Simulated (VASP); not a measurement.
Data:

```yaml
crystal:
  lattice:
    - [4.14552, 0.00000, 0.00000]
    - [0.00000, 4.14552, 0.00000]
    - [0.00000, 0.00000, 4.14552]
  atoms:
    - { symbol: Cs, position: [0.00000, 0.00000, 0.00000] }
    - { symbol: Br, position: [0.50000, 0.50000, 0.50000] }
```

Calculation: LDA (Ceperley-Alder, Perdew-Zunger) with spin-orbit coupling, VASP's LDA PAW potentials (set 64) (plane waves; VASP). Settings: 400 eV cut-off, 6×6×6 Γ-centred mesh, Gaussian smearing of 0.050 eV, potentials Cs_sv Br.

Problem. Predict the energy per atom (σ→0), band gap (over mesh and band path) with the smallest direct gap where there is one.

Solution. 
| Quantity | Result |
|---|---|
| band gap (over mesh and band path) | 4.30 eV |
| smallest direct gap (over mesh and band path) | 4.30 eV |
| energy per atom (σ→0) | -3.485 eV/atom |

Total energies compare only between runs with the same potentials, cut-off and functional.

The structure comes from a computed database's CsBr entry (Pm-3m); how it stands against other phases isn't given here. It was relaxed first, which changed the volume by -12 %.
